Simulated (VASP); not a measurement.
```
BaF2
1.0
    0.00000     3.14423     3.14423
    3.14423     0.00000     3.14423
    3.14423     3.14423     0.00000
Ba F
1 2
Cartesian
  0.00000   0.00000   0.00000
  1.57212   1.57212   1.57212
  4.71635   4.71635   4.71635
```

Level of theory: PBE GGA, VASP's PBE PAW potentials (set 64) (plane waves; VASP 6.6.1). Settings: PREC = Normal, EDIFF = 1E-5, 450 eV cut-off, 8×8×8 Γ-centred mesh, Gaussian smearing of 0.050 eV, potentials Ba_sv F.

At this cut-off the stress carries a Pulay error, which pulls relaxed volumes low.

Question: Give the stress tensor in GPa (positive for a compressed cell).

Answer: 
```
-1.55   0.00   0.00
 0.00  -1.55   0.00
 0.00   0.00  -1.55
```
The pressure is its mean diagonal, -1.55 GPa.

The compound is BaF2 in the fluorite structure. It was relaxed first.
